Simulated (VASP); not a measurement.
# InF₃: harmonic vibrations of a molecule

InF₃, molecule in box, 4 atoms in the cell. PBE, harmonic vibrations; PAW potentials F, In_d (PBE set).

## Input

INCAR.step1:
```
PREC = Accurate
ENCUT = 400
EDIFF = 1E-8
ISMEAR = 0
SIGMA = 0.01
ISYM = 0
LREAL = F
LASPH = T
NELM = 100
ALGO = Normal
LWAVE = F
LCHARG = F
IBRION = 2
NSW = 60
ISIF = 2
EDIFFG = -0.002
POTIM = 0.5
```

INCAR.step2:
```
PREC = Accurate
ENCUT = 400
EDIFF = 1E-8
ISMEAR = 0
SIGMA = 0.01
ISYM = 0
LREAL = F
LASPH = T
NELM = 100
ALGO = Normal
LWAVE = F
LCHARG = F
IBRION = 5
NFREE = 2
POTIM = 0.015
NSW = 1
```

KPOINTS:
```
k-points
0
Gamma
  1 1 1
```

POSCAR.step1:
```
InF3
1.0
   13.0000000000      0.0000000000      0.0000000000
    0.0000000000     11.0000000000      0.0000000000
    0.0000000000      0.0000000000     12.0000000000
F In
3 1
Direct
    0.3827769200      0.4527590900      0.6211041700
    0.6192230800      0.4162500000      0.5214291700
    0.4508307700      0.5875681800      0.3845625000
    0.4842846200      0.4855227300      0.5090291700
```

Commands (each step's output is kept before the next begins):
```
cat potpaw_PBE.64/F/POTCAR potpaw_PBE.64/In_d/POTCAR > POTCAR
cp INCAR.step1 INCAR
cp POSCAR.step1 POSCAR
mpirun -np 4 vasp_gam > vasp.out
cp CONTCAR POSCAR
cp INCAR.step2 INCAR
mpirun -np 4 vasp_gam > vasp.out
```

## Result

- Vibrations (cm⁻¹; a negative value is imaginary): 594, 594, 563, 133, 119, 119
- Zero-point energy (eV): 0.132
- Translations and rotations, which should read zero (cm⁻¹): -20, -3, -2, 8, 20, 26
- Vibrational entropy at 298 K (meV/K): 0.458
- Displaced cells: 24
- Ionic steps, all stages: 82
- Electronic steps, all stages: 1363

VASP 6.6.1 took 2511 s on 4 cores (AMD EPYC 7R13 (Zen 3)), a shared host.
